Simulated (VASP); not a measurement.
# MgO (Periclase): quasiparticle gap under strain, part 2 of 4

How does the quasiparticle gap of MgO (Periclase) follow strain, and does the starting functional get the slope right? The cell is of the rock-salt type, one of the forms listed for this formula, which need not be the common one. The start is a cell from a database of measured crystal structures.

VASP 6.6.1, plane waves and PAW; the level of theory is named at each step.

So far, gap on the k-mesh (eV): step 3 (empty bands) 4.69.

The database entry behind the starting cell differs from later determinations by our own check (about 0.1 % long), so it need not match the best structure at ambient conditions.

**4. G0W0**

This step: G0W0 on PBE; plane waves and PAW (Mg_GW, O_GW) (VASP 6.6.1).

G0W0 keeps orbitals and screening fixed and shifts each of the lowest NBANDSGW levels once.

Contents of INCAR:

```
SYSTEM = MgO
PREC = Accurate
ENCUT = 440
ISMEAR = 0
SIGMA = 0.01
LREAL = .FALSE.
GGA = PE
NBANDS = 80
ALGO = EVGW0
NELMGW = 1
ENCUTGW = 150
NOMEGA = 48
PRECFOCK = Fast
NBANDSGW = 16
LWAVE = .FALSE.
LCHARG = .FALSE.
```

Contents of POSCAR:

```
MgO
1.0
    0.0000000000      2.1085000000      2.1085000000
    2.1085000000      0.0000000000      2.1085000000
    2.1085000000      2.1085000000      0.0000000000
Mg O
1 1
Direct
    0.0000000000      0.0000000000      0.0000000000
    0.5000000000      0.5000000000      0.5000000000
```

Contents of KPOINTS:

```
Automatic mesh
0
Gamma
8 8 8
0 0 0
```

Potentials, in the order of the species: Mg_GW and O_GW (PBE family, release 64).

The run is started by

```console
> mpirun -np 8 vasp_std
```

What it wrote:

```text
[banner, memory and clock lines left out]
running    8 mpi-ranks, on    1 nodes
 distrk:  each k-point on    8 cores,    1 groups
 distr:  one band on    1 cores,    8 groups

 POSCAR found type information on POSCAR MgO
 POSCAR found :  2 types and       2 ions
 [... a notice as in an earlier step ...]

|                                                                             |
|           W    W    AA    RRRRR   N    N  II  N    N   GGGG   !!!           |
|           W    W   A  A   R    R  NN   N  II  NN   N  G    G  !!!           |
|           W    W  A    A  R    R  N N  N  II  N N  N  G       !!!           |
|           W WW W  AAAAAA  RRRRR   N  N N  II  N  N N  G  GGG   !            |
|           WW  WW  A    A  R   R   N   NN  II  N   NN  G    G                |
|           W    W  A    A  R    R  N    N  II  N    N   GGGG   !!!           |
|                                                                             |
|     The default for ENCUTGWSOFT is different in this version of VASP.       |
|     please manually set ENCUTGWSOFT =150 in the INCAR file.                 |
|                                                                             |

 LDA part: xc-table for (Slater+PW92), standard interpolation
 found WAVECAR, reading the header
 POSCAR, INCAR and KPOINTS ok, starting setup
 FFT: planning ... GRIDC
 FFT: planning ... GRID_SOFT
 FFT: planning ... GRID
 reading WAVECAR
 the WAVECAR file was read successfully
 initial charge from wavefunction
 available memory per node:     32.16 GB, setting MAXMEM to     32930

 The Fermi energy was updated, please check that it is located mid-gap
 values below the HOMO (VB) or above the LUMO (CB) will cause erroneous energies
 E-fermi :   5.5035

 calculate exact exchange contribution
 the WAVEDER file was read successfully
energies w=
    0.000    0.000    0.810    0.000    1.617    0.000    2.417    0.000
    3.209    0.000    3.989    0.000    4.756    0.000    5.510    0.000
    6.249    0.000    6.975    0.000    7.688    0.000    8.389    0.000
    9.080    0.000    9.763    0.000   10.440    0.000   11.113    0.000
   11.785    0.000   12.459    0.000   13.136    0.000   13.821    0.000
   14.518    0.000   15.229    0.000   15.958    0.000   16.712    0.000
   17.494    0.000   18.311    0.000   19.169    0.000   20.078    0.000
   21.046    0.000   22.085    0.000   23.209    0.000   24.434    0.000
   25.782    0.000   27.280    0.000   28.961    0.000   30.869    0.000
   33.061    0.000   35.616    0.000   38.641    0.000   42.288    0.000
   46.778    0.000   52.450    0.000   59.843    0.000   69.878    0.000
   84.259    0.000  106.537    0.000  145.545    0.000  231.020    0.000
 responsefunction array rank=      88
 LDA part: xc-table for (Slater+PW92), standard interpolation

 min. memory requirement per mpi rank    193.2 MB, per node   1545.3 MB

 allocating   6 responsefunctions rank=    88
 shmem allocating  48 responsefunctions rank=    88
 response function shared by NCSHMEM nodes    1
 Doing            6  frequencies on each core in blocks of           48
NQ=   1    0.0000    0.0000    0.0000,
|.........|.........|.........|.........|.........|.........|.........|.........
 performed        385000 updates of chi_q(r,r)
 total number of BLAS operations         13.03 Gflops
NQ=   2    0.1250    0.0000    0.0000,
|.........|.........|.........|.........|.........|.........|.........|.........
 performed       1228000 updates of chi_q(r,r)
 total number of BLAS operations         44.24 Gflops
NQ=   3    0.2500    0.0000    0.0000,
|.........|.........|.........|.........|.........|.........|.........|.........
 performed       2071000 updates of chi_q(r,r)
 total number of BLAS operations         81.21 Gflops
NQ=   4    0.3750    0.0000    0.0000,
|.........|.........|.........|.........|.........|.........|.........|.........
 performed       2914000 updates of chi_q(r,r)
 total number of BLAS operations        118.17 Gflops
NQ=   5    0.5000    0.0000    0.0000,
|.........|.........|.........|.........|.........|.........|.........|.........
 performed       3501000 updates of chi_q(r,r)
 total number of BLAS operations        145.33 Gflops
NQ=   6    0.1250    0.1250    0.0000,
|.........|.........|.........|.........|.........|.........|.........|.........
 performed       4229000 updates of chi_q(r,r)
 total number of BLAS operations        175.55 Gflops
NQ=   7    0.2500    0.1250    0.0000,
|.........|.........|.........|.........|.........|.........|.........|.........
 performed       5595000 updates of chi_q(r,r)
 total number of BLAS operations        240.34 Gflops
NQ=   8    0.3750    0.1250    0.0000,
|.........|.........|.........|.........|.........|.........|.........|.........
 performed       6961000 updates of chi_q(r,r)
 total number of BLAS operations        306.83 Gflops
NQ=   9    0.5000    0.1250    0.0000,
|.........|.........|.........|.........|.........|.........|.........|.........
 performed       8327000 updates of chi_q(r,r)
 total number of BLAS operations        376.77 Gflops
NQ=  10   -0.3750    0.1250    0.0000,
|.........|.........|.........|.........|.........|.........|.........|.........
 performed       9693000 updates of chi_q(r,r)
 total number of BLAS operations        446.71 Gflops
NQ=  11   -0.2500    0.1250    0.0000,
|.........|.........|.........|.........|.........|.........|.........|.........
 performed      11059000 updates of chi_q(r,r)
 total number of BLAS operations        508.18 Gflops
NQ=  12   -0.1250    0.1250    0.0000,
|.........|.........|.........|.........|.........|.........|.........|.........
 performed      12081000 updates of chi_q(r,r)
 total number of BLAS operations        549.43 Gflops
NQ=  13    0.2500    0.2500    0.0000,
|.........|.........|.........|.........|.........|.........|.........|.........
 performed      12809000 updates of chi_q(r,r)
 total number of BLAS operations        583.10 Gflops
NQ=  14    0.3750    0.2500    0.0000,
|.........|.........|.........|.........|.........|.........|.........|.........
 performed      14175000 updates of chi_q(r,r)
 total number of BLAS operations        651.30 Gflops
NQ=  15    0.5000    0.2500    0.0000,
|.........|.........|.........|.........|.........|.........|.........|.........
 performed      15541000 updates of chi_q(r,r)
 total number of BLAS operations        721.24 Gflops
NQ=  16   -0.3750    0.2500    0.0000,
|.........|.........|.........|.........|.........|.........|.........|.........
 performed      16907000 updates of chi_q(r,r)
 total number of BLAS operations        789.44 Gflops
NQ=  17   -0.2500    0.2500    0.0000,
|.........|.........|.........|.........|.........|.........|.........|.........
 performed      17929000 updates of chi_q(r,r)
 total number of BLAS operations        840.52 Gflops
NQ=  18    0.3750    0.3750    0.0000,
|.........|.........|.........|.........|.........|.........|.........|.........
 performed      18657000 updates of chi_q(r,r)
 total number of BLAS operations        877.82 Gflops
NQ=  19    0.5000    0.3750    0.0000,
|.........|.........|.........|.........|.........|.........|.........|.........
 performed      20023000 updates of chi_q(r,r)
 total number of BLAS operations        944.31 Gflops
NQ=  20   -0.3750    0.3750    0.0000,
|.........|.........|.........|.........|.........|.........|.........|.........
 performed      21045000 updates of chi_q(r,r)
 total number of BLAS operations        992.83 Gflops
NQ=  21    0.5000    0.5000    0.0000,
|.........|.........|.........|.........|.........|.........|.........|.........
 performed      21573000 updates of chi_q(r,r)
 total number of BLAS operations       1019.91 Gflops
NQ=  22    0.3750    0.2500    0.1250,
|.........|.........|.........|.........|.........|.........|.........|.........
 performed      22954000 updates of chi_q(r,r)
 total number of BLAS operations       1083.74 Gflops
NQ=  23    0.5000    0.2500    0.1250,
|.........|.........|.........|.........|.........|.........|.........|.........
 performed      24576000 updates of chi_q(r,r)
 total number of BLAS operations       1164.72 Gflops
NQ=  24   -0.3750    0.2500    0.1250,
|.........|.........|.........|.........|.........|.........|.........|.........
 performed      25808000 updates of chi_q(r,r)
 total number of BLAS operations       1224.73 Gflops
NQ=  25    0.5000    0.3750    0.1250,
|.........|.........|.........|.........|.........|.........|.........|.........
 performed      27189000 updates of chi_q(r,r)
 total number of BLAS operations       1299.04 Gflops
NQ=  26   -0.3750    0.3750    0.1250,
|.........|.........|.........|.........|.........|.........|.........|.........
 performed      28811000 updates of chi_q(r,r)
 total number of BLAS operations       1380.02 Gflops
NQ=  27   -0.2500    0.3750    0.1250,
|.........|.........|.........|.........|.........|.........|.........|.........
 performed      30028000 updates of chi_q(r,r)
 total number of BLAS operations       1439.28 Gflops
NQ=  28   -0.3750    0.5000    0.1250,
|.........|.........|.........|.........|.........|.........|.........|.........
 performed      31050000 updates of chi_q(r,r)
 total number of BLAS operations       1491.66 Gflops
NQ=  29   -0.2500    0.5000    0.2500,
|.........|.........|.........|.........|.........|.........|.........|.........
 performed      31781000 updates of chi_q(r,r)
 total number of BLAS operations       1532.93 Gflops
 resolving degeneracies of screened two electron integrals

 calculate QP shifts <psi_nk| G(iteration)W_0 |psi_nk>: iteration 1
 entering main loop
```

It took 2.4 min on 8 MPI ranks of AMD EPYC 9R14 (Zen 4), shared host; peak memory 1.7 GiB; 17 min of CPU time.

OUTCAR, selected parts (step 4):

```text
The static configuration has the point symmetry O_h .

 Found     29 irreducible k-points:

   k-points           NKPTS =     29   k-points in BZ     NKDIM =    512   number of bands    NBANDS=     80

   NELECT =       8.0000    total number of electrons

 E-fermi :   5.5035

 QP shifts <psi_nk| G(iteration)W_0 |psi_nk>: iteration 1
 for sc-GW calculations column KS-energies equals QP-energies in previous step
 and V_xc(KS)=  KS-energies - (<T + V_ion + V_H > + <T+V_H+V_ion>^1  + <V_x>^1)
 k-point   1 :       0.0000    0.0000    0.0000
  band No.  KS-energies  QP-energies   sigma(KS)   V_xc(KS)     V^pw_x(r,r')   Z            occupation Imag(sigma)
      1     -14.0913     -16.2738     -21.2557     -18.1270     -29.9071       0.6976       2.0000       1.1841
      2       3.1578       1.8716     -21.3595     -19.7196     -25.1865       0.7843       2.0000       0.1038
      3       3.1578       1.8716     -21.3595     -19.7196     -25.1865       0.7843       2.0000       0.1038
      4       3.1578       1.8716     -21.3595     -19.7196     -25.1865       0.7843       2.0000       0.1038
      5       7.8492       9.0762     -10.7012     -12.1595      -7.4765       0.8414       0.0000      -0.0560
      6      18.9458      20.1836      -7.5372      -9.0288      -3.0770       0.8299       0.0000      -0.1242
      7      18.9458      20.1836      -7.5372      -9.0288      -3.0770       0.8299       0.0000      -0.1242
      8      18.9458      20.1836      -7.5372      -9.0288      -3.0770       0.8299       0.0000      -0.1242
    ...

 k-point   2 :       0.1250    0.0000    0.0000
  band No.  KS-energies  QP-energies   sigma(KS)   V_xc(KS)     V^pw_x(r,r')   Z            occupation Imag(sigma)
      1     -13.9273     -16.1055     -21.3956     -18.2696     -30.0225       0.6968       2.0000       1.1680
      2       2.2092       0.8050     -20.0245     -18.2300     -23.7380       0.7825       2.0000       0.1071
      3       3.0588       1.7513     -21.2687     -19.6004     -25.1116       0.7837       2.0000       0.1044
      4       3.0588       1.7513     -21.2687     -19.6004     -25.1116       0.7837       2.0000       0.1044
      5       8.7655      10.0735     -11.5833     -13.1537      -8.4153       0.8330       0.0000      -0.0564
      6      17.2645      18.4437      -7.8519      -9.2814      -3.3967       0.8249       0.0000      -0.1216
      7      19.2999      20.5582      -7.6542      -9.1780      -3.1345       0.8258       0.0000      -0.1319
      8      19.2999      20.5582      -7.6542      -9.1780      -3.1345       0.8258       0.0000      -0.1319
    ...

 k-point   3 :       0.2500    0.0000    0.0000
  band No.  KS-energies  QP-energies   sigma(KS)   V_xc(KS)     V^pw_x(r,r')   Z            occupation Imag(sigma)
      1     -13.5070     -15.6963     -21.7900     -18.6748     -30.3593       0.7028       2.0000       1.1328
      2       0.5085      -1.1314     -18.6257     -16.5074     -22.5122       0.7742       2.0000       0.1267
      3       2.8225       1.4732     -21.0687     -19.3409     -24.9485       0.7810       2.0000       0.1064
      4       2.8225       1.4732     -21.0687     -19.3409     -24.9485       0.7810       2.0000       0.1064
      5      10.2137      11.6107     -11.2925     -12.9754      -7.8267       0.8301       0.0000      -0.0667
      6      15.7125      17.0995      -9.3621     -11.0574      -5.0244       0.8181       0.0000      -0.1094
      7      19.7661      21.1065      -7.7481      -9.3792      -3.1681       0.8218       0.0000      -0.1397
      8      19.7661      21.1065      -7.7481      -9.3792      -3.1681       0.8218       0.0000      -0.1397
    ...

[... 7 parts as in an earlier step ...]

[... 5 further parts left out ...]
```

This step gave:

```
quasiparticle gap on the mesh                 : 7.205 eV
smallest direct quasiparticle gap on the mesh : 7.205 eV
gap of the starting orbitals on the mesh      : 4.691 eV
```

GW takes the gap from 4.691 to 7.205 eV. The value holds for 80 bands, ENCUTGW = 150 eV and this mesh, and isn't shown to be converged in them.

**5. Ground state of a strained cell, scale 0.94**

This step: PBE; plane waves and PAW (Mg_GW, O_GW) (VASP 6.6.1).

The volume is scaled by 0.94, at the same cutoff, mesh and band count, and the chain is run again.

Contents of INCAR:

```
SYSTEM = MgO
PREC = Accurate
ENCUT = 440
EDIFF = 1E-08
NELM = 100
ISMEAR = 0
SIGMA = 0.01
LREAL = .FALSE.
ALGO = Normal
GGA = PE
NBANDS = 10
LORBIT = 11
LWAVE = .TRUE.
LCHARG = .FALSE.
KPAR = 8
```

Contents of POSCAR:

```
MgO
1.0
    0.0000000000      2.0654573102      2.0654573102
    2.0654573102      0.0000000000      2.0654573102
    2.0654573102      2.0654573102      0.0000000000
Mg O
1 1
Direct
    0.0000000000      0.0000000000      0.0000000000
    0.5000000000      0.5000000000      0.5000000000
```

KPOINTS is that of step 4.

The run is started by

```console
> mpirun -np 8 vasp_std
```

What it wrote:

```text
[banner, memory and clock lines left out]
running    8 mpi-ranks, on    1 nodes
 distrk:  each k-point on    1 cores,    8 groups
 distr:  one band on    1 cores,    1 groups

 POSCAR found type information on POSCAR MgO
 POSCAR found :  2 types and       2 ions
 [... a notice as in an earlier step ...]

 LDA part: xc-table for (Slater+PW92), standard interpolation
 POSCAR, INCAR and KPOINTS ok, starting setup
 FFT: planning ... GRIDC
 FFT: planning ... GRID_SOFT
 FFT: planning ... GRID
 WAVECAR not read
 entering main loop
       N       E                     dE             d eps       ncg     rms          rms(c)
DAV:   1     0.324407846779E+02    0.32441E+02   -0.51894E+03   652   0.703E+02
DAV:   2    -0.121569770000E+02   -0.44598E+02   -0.40929E+02   632   0.216E+02
DAV:   3    -0.134242698808E+02   -0.12673E+01   -0.12646E+01   774   0.336E+01
DAV:   4    -0.134321172225E+02   -0.78473E-02   -0.78464E-02   704   0.258E+00
DAV:   5    -0.134321981207E+02   -0.80898E-04   -0.80897E-04   774   0.196E-01    0.719E+00
DAV:   6    -0.118809285436E+02    0.15513E+01   -0.85547E+00   802   0.280E+01    0.223E+00
DAV:   7    -0.118645101476E+02    0.16418E-01   -0.40675E-02   656   0.271E+00    0.135E+00
DAV:   8    -0.118574945484E+02    0.70156E-02   -0.24907E-02   618   0.277E+00    0.153E-01
DAV:   9    -0.118574664016E+02    0.28147E-04   -0.17231E-03   832   0.496E-01    0.646E-02
DAV:  10    -0.118575116218E+02   -0.45220E-04   -0.31547E-04   668   0.203E-01    0.587E-03
DAV:  11    -0.118575114599E+02    0.16198E-06   -0.30003E-06   694   0.193E-02    0.306E-03
DAV:  12    -0.118575112095E+02    0.25032E-06   -0.20431E-07   672   0.424E-03    0.149E-03
DAV:  13    -0.118575111388E+02    0.70731E-07   -0.17844E-07   796   0.477E-03    0.669E-05
DAV:  14    -0.118575111191E+02    0.19705E-07   -0.72439E-10   378   0.339E-04    0.217E-05
DAV:  15    -0.118575111158E+02    0.32612E-08   -0.15184E-10   372   0.197E-04
   1 F= -.11857511E+02 E0= -.11857511E+02  d E =-.149323E-70
 writing wavefunctions
```

It took 2 s on 8 MPI ranks; peak memory 0.76 GiB.

OUTCAR, selected parts (step 5):

```text
   ENCUT  =  440.0 eV  32.34 Ry    5.69 a.u.   5.00  5.00  5.00*2*pi/ulx,y,z

   NELECT =       8.0000    total number of electrons

 E-fermi :   3.7661

 k-point     1 :       0.0000    0.0000    0.0000
  band No.  band energies     occupation
      1     -13.9384      2.00000
      2       3.6425      2.00000
      3       3.6425      2.00000
      4       3.6425      2.00000
      5       8.9525      0.00000
      6      19.7747      0.00000
      7      19.7747      0.00000
      8      19.7747      0.00000
      9      23.8470      0.00000
    ...

  Total        1.2081129      1.2081129      1.2081129     -0.0000000      0.0000000     -0.0000000
  in kB      109.8346682    109.8346682    109.8346682     -0.0000000      0.0000000     -0.0000000
  external PRESSURE =     109.8346682 kB  Pullay stress =       0.0000000 kB

 POSITION                                       TOTAL-FORCE (eV/Angst)
 -----------------------------------------------------------------------------------
      0.00000      0.00000      0.00000         0.000000      0.000000      0.000000
      2.06546      2.06546      2.06546        -0.000000     -0.000000     -0.000000
 -----------------------------------------------------------------------------------
    total drift:                                0.000000      0.000000      0.000000

  FREE ENERGIE OF THE ION-ELECTRON SYSTEM (eV)
  ---------------------------------------------------
  free  energy   TOTEN  =       -11.8575111158 eV

  energy  without entropy=      -11.8575111158  energy(sigma->0) =      -11.85751112

[... 4 parts as in an earlier step ...]

[... 12 further parts left out ...]
```

This step gave:

* free energy (TOTEN): -11.86 eV
* Fermi energy: 3.766 eV
* pressure: 10.98 GPa
* gap on the k-mesh: 5.310 eV
* least direct gap on the k-mesh: 5.310 eV

The run ends at a pressure of 10.98 GPa.

**6. Empty bands, scale 0.94**

The empty bands are made again, for the run that follows.

Contents of INCAR:

```
SYSTEM = MgO
PREC = Accurate
ENCUT = 440
ISMEAR = 0
SIGMA = 0.01
LREAL = .FALSE.
GGA = PE
NBANDS = 80
ALGO = Exact
NELM = 1
LWAVE = .TRUE.
LCHARG = .FALSE.
LOPTICS = .TRUE.
NEDOS = 1000
CSHIFT = 0.1
```

POSCAR is that of step 5.

KPOINTS is that of step 5.

The run is started by

```console
> mpirun -np 8 vasp_std
```

What it wrote:

```text
[... set-up lines as in an earlier step ...]
 entering main loop
       N       E                     dE             d eps       ncg     rms          rms(c)
DIA:   1    -0.118575111143E+02   -0.11858E+02    0.00000E+00     0   0.000E+00
   1 F= -.11857511E+02 E0= -.11857511E+02  d E =-.454090E-17
 writing wavefunctions
 optical routines
 imaginary and real dielectric function
 recalculating local potential from charge density
 direction            1
 direction            2
 direction            3
```

Wall time 3.2 s (8 MPI ranks); peak memory 0.73 GiB; 19 s of CPU time.

From OUTCAR (step 6):

```text
  Total        1.2080389      1.2080389      1.2080389     -0.0000000      0.0000000     -0.0000000
  in kB      109.8279376    109.8279376    109.8279376     -0.0000000      0.0000000     -0.0000000
  external PRESSURE =     109.8279376 kB  Pullay stress =       0.0000000 kB

 POSITION                                       TOTAL-FORCE (eV/Angst)
 -----------------------------------------------------------------------------------
      0.00000      0.00000      0.00000         0.000000     -0.000000     -0.000000
      2.06546      2.06546      2.06546        -0.000000      0.000000      0.000000
 -----------------------------------------------------------------------------------
    total drift:                                0.000000      0.000000      0.000000

  FREE ENERGIE OF THE ION-ELECTRON SYSTEM (eV)
  ---------------------------------------------------
  free  energy   TOTEN  =       -11.8575111143 eV

  energy  without entropy=      -11.8575111143  energy(sigma->0) =      -11.85751111

[... 2 parts as in an earlier step ...]

[... 1 further part left out ...]
[key lines of the parts left out:]
E-fermi :   3.6970
```

(Part 2 of 4 ends here.)

[Lines on the potential files, build, host, timing and source positions are cut from VASP's logs without a mark.]

[Logs are printed without paths, hosts, clocks, repeated set-up lines and the standing remarks that a program may print on its own settings, such as how far it seeks lower states.]

[Hosts, paths, dates, database ids (printed as entryN), source tags and the programs' standing remarks are cut or masked in the printed files.]

[Pressures printed for these runs are not shown converged in the cutoff: they can be off by several GPa and have the wrong sign.]

[In band tables of VASP the shares of atoms and orbitals are scaled to a sum of 1 inside the atoms' spheres.]
